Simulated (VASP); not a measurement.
Computed with PBE GGA with D4 dispersion, VASP's PBE PAW potentials (set 64) (plane waves; VASP).

VASP ran on this input.

KPOINTS:
```
Automatic
0
Gamma
 8 8 8
```

### INCAR
```
# general
SYSTEM  = CdSe
PREC    = Accurate
ENCUT   = 520
LREAL   = .FALSE.
LASPH   = .TRUE.

# electronic loop
EDIFF   = 1E-7
NELM    = 100
ALGO    = Normal
LMAXMIX = 4

# smearing
ISMEAR  = 0
SIGMA   = 0.05

# functional
GGA     = PE
IVDW    = 13

# ions
ISIF    = 2

# output
LWAVE   = .FALSE.
LCHARG  = .FALSE.
```

POSCAR:
```
CdSe
6.1245080
  0.0000000000   0.5000000139   0.5000000139
  0.5000000139   0.0000000000   0.5000000139
  0.5000000139   0.5000000139   0.0000000000
Cd Se
1 1
Cart
  0.0000000000   0.0000000000   0.0000000000
  0.2500000069   0.2500000069   0.2500000069
```

POTCAR, in this order: Cd Se (PBE.64 set). Program: vasp_std.

Q: What will the output report for the number of irreducible k-points (NKPTS), largest plane-wave count, number of space-group operations, FFT grid (NGX, NGY, NGZ)?

A: 
* **number of irreducible k-points (NKPTS)**: 29
* **largest plane-wave count**: 1572
* **number of space-group operations**: 24
* **FFT grid (NGX, NGY, NGZ)**: 32 × 32 × 32

The compound is CdSe in the zinc blende structure, whereas wurtzite is the usual form. It was relaxed first.
